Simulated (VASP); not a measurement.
Ge, 2 atoms in the cell. It takes space group Fd-3m (No. 227, cubic). The conventional cell has a = 5.678 Å, b = 5.678 Å, c = 5.678 Å, α = 90.00°, β = 90.00°, γ = 90.00°. Ge (site symmetry -43m) has 4 Ge at 2.46 Å as nearest neighbours. 

| Quantity | Value |
| --- | --- |
| Program | VASP 6.6.1 |
| Task | band structure |
| Functional | LDA |
| Potentials or basis | VASP PAW LDA potentials, release 64 (Ge_d) |
| Cutoff | 450 eV |
| k mesh | 10 × 10 × 10 |
| Occupations | gaussian, width 0.02 eV |
| Spin | no spin polarisation |
| Further INCAR settings | ALGO = Normal; EDIFF = 1e-06 |

Potentials or basis: VASP PAW LDA potentials, release 64 (Ge_d).

Run with:

```console
$ cat potpaw_LDA.64/Ge_d/POTCAR > POTCAR
$ mpirun -np 2 vasp_std > vasp.out
```

Hardware: 2 MPI ranks on Intel(R) Xeon(R) Platinum 8488C (Sapphire Rapids), with other jobs on the host.

**Question.** Estimate the wall time of this run.

**Answer.** Wall time 36 s on 2 MPI ranks on Intel(R) Xeon(R) Platinum 8488C (Sapphire Rapids) (shared host), peak memory 0.15 GiB a rank. Counts: scf iterations 57, k points 47.
